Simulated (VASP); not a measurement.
Output of a VASP run:

File OSZICAR:
```
       N       E                     dE             d eps       ncg     rms          rms(c)
DAV:   1     0.113014198255E+03    0.11301E+03   -0.13221E+04   870   0.146E+03
DAV:   2    -0.272285974212E+02   -0.14024E+03   -0.13858E+03  1122   0.328E+02
DAV:   3    -0.312047814933E+02   -0.39762E+01   -0.39735E+01  1115   0.552E+01
DAV:   4    -0.312271703069E+02   -0.22389E-01   -0.22386E-01  1101   0.448E+00
DAV:   5    -0.312273606581E+02   -0.19035E-03   -0.19035E-03  1094   0.373E-01    0.479E+01
DAV:   6    -0.250780425437E+02    0.61493E+01   -0.33208E+01   961   0.407E+01    0.434E+01
DAV:   7    -0.249806444152E+02    0.97398E-01   -0.85706E-01  1045   0.865E+00    0.298E+01
DAV:   8    -0.249486917521E+02    0.31953E-01   -0.24809E-01  1087   0.535E+00    0.700E+00
DAV:   9    -0.249361805896E+02    0.12511E-01   -0.47534E-02  1045   0.201E+00    0.166E+00
DAV:  10    -0.249360959171E+02    0.84673E-04   -0.35776E-03  1226   0.483E-01    0.148E-01
DAV:  11    -0.249360857581E+02    0.10159E-04   -0.20375E-04   954   0.123E-01    0.171E-01
DAV:  12    -0.249360868712E+02   -0.11131E-05   -0.21439E-05  1164   0.385E-02    0.273E-02
DAV:  13    -0.249360872486E+02   -0.37740E-06   -0.11549E-06   996   0.911E-03    0.772E-03
DAV:  14    -0.249360872714E+02   -0.22806E-07   -0.38192E-08   799   0.189E-03
   1 F= -.24936087E+02 E0= -.24936087E+02  d E =0.000000E+00
```

### OUTCAR
```
------------------------ aborting loop because EDIFF is reached ----------------------------------------
  FORCE on cell =-STRESS in cart. coord.  units (eV):
  Direction    XX          YY          ZZ          XY          YZ          ZX
  --------------------------------------------------------------------------------------
  Total       -0.0071494     -0.0071494     -0.0071494      0.0000000      0.0000000     -0.0000000
  in kB       -0.3528086     -0.3528086     -0.3528086      0.0000000      0.0000000     -0.0000000
  external PRESSURE =      -0.3528086 kB  Pullay stress =       0.0000000 kB
  volume of cell :       32.47
      direct lattice vectors                 reciprocal lattice vectors
     0.000000000  2.532038318  2.532038318    -0.197469365  0.197469365  0.197469365
     2.532038318  0.000000000  2.532038318     0.197469365 -0.197469365  0.197469365
     2.532038318  2.532038318  0.000000000     0.197469365  0.197469365 -0.197469365
 POSITION                                       TOTAL-FORCE (eV/Angst)
 -----------------------------------------------------------------------------------
      0.00000      0.00000      0.00000        -0.000000      0.000000     -0.000000
      1.26602      1.26602      1.26602        -0.000000      0.000000      0.000000
      3.79806      3.79806      3.79806         0.000000     -0.000000     -0.000000
 -----------------------------------------------------------------------------------
    total drift:                                0.000000      0.000000      0.000000
  FREE ENERGIE OF THE ION-ELECTRON SYSTEM (eV)
  ---------------------------------------------------
  free  energy   TOTEN  =       -24.9360872714 eV

  energy  without entropy=      -24.9360872714  energy(sigma->0) =      -24.93608727

 total charge

# of ion       s       p       d       tot
------------------------------------------
    1        0.287   6.576   1.363   8.225
    2        1.554   3.565   0.000   5.119
    3        1.554   3.565   0.000   5.119
--------------------------------------------------
tot          3.395  13.706   1.363  18.464

 Electric field gradients after diagonalization (V/A^2)
 (convention: |V_zz| > |V_xx| > |V_yy|)
----------------------------------------------------------------------
 ion       V_xx      V_yy      V_zz     asymmetry (V_yy - V_xx)/ V_zz
----------------------------------------------------------------------
   1      -0.000    -0.000     0.000       0.000
   2       0.002     0.002    -0.004       0.000
   3       0.002     0.002    -0.004       0.000
```
(Selected blocks of OUTCAR.)

**POSCAR**
```
HfO2
1
    0.0000000000     2.5320383183     2.5320383183
    2.5320383183     0.0000000000     2.5320383183
    2.5320383183     2.5320383183     0.0000000000
Hf O
1 2
Direct
  0.0000000000   0.0000000000   0.0000000000
  0.2500000000   0.2500000000   0.2500000000
  0.7500000000   0.7500000000   0.7500000000
```

Task: Write an INCAR and KPOINTS that could have produced this output.

Result: Several could match; the one computed here: the input of the run itself, optB88-vdW, plane waves, VASP's PBE PAW potentials (set 64).

INCAR:
```
SYSTEM = HfO2
PREC = Accurate
ENCUT = 520
EDIFF = 1E-7
NELM = 100
ALGO = Normal
LREAL = .FALSE.
LASPH = .TRUE.
ISMEAR = -5
GGA = BO
PARAM1 = 0.1833333333
PARAM2 = 0.22
LUSE_VDW = .TRUE.
AGGAC = 0.0
LMAXMIX = 6
LWAVE = .FALSE.
LCHARG = .TRUE.
LORBIT = 11
NEDOS = 601
ISIF = 2
LEFG = .TRUE.
```

KPOINTS:
```
kpoints
0
G
  8 8 8
0 0 0
```

POTCAR, in this order: Hf_pv O (PBE.64 set). Program: vasp_std.

The compound is HfO2 in the fluorite structure, the high-temperature cubic form, which is unstable at 0 K; the monoclinic form is the stable one. It was relaxed first.
